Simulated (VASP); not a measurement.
Consider the following.

```
CELL_PARAMETERS angstrom
      1.78608    -3.09357     0.00000
      1.78608     3.09357     0.00000
      0.00000     0.00000     5.48917
ATOMIC_POSITIONS crystal
  Ho 0.33333 0.66667 0.25000
  Ho 0.66667 0.33333 0.75000
```

All values below come from optB88-vdW, VASP's PBE PAW potentials (set 64) (plane waves; VASP). Numerical set-up: 520 eV cut-off, 13×13×8 Γ-centred mesh, tetrahedra with Blöchl corrections, potentials Ho_3.

The 4f electrons are frozen in the core of the lanthanide potential, so 4f levels, which can set the real gap, and their magnetism are missing.

Question: Predict the energy per atom (σ→0), band gap (on the k-mesh) with the smallest direct gap where there is one.

Answer: 
- band gap (on the k-mesh) = none (metal, semimetal or under 0.01 eV)
- energy per atom (σ→0) = -1.861 eV/atom

The compound is Ho in the hcp structure. It was relaxed first.
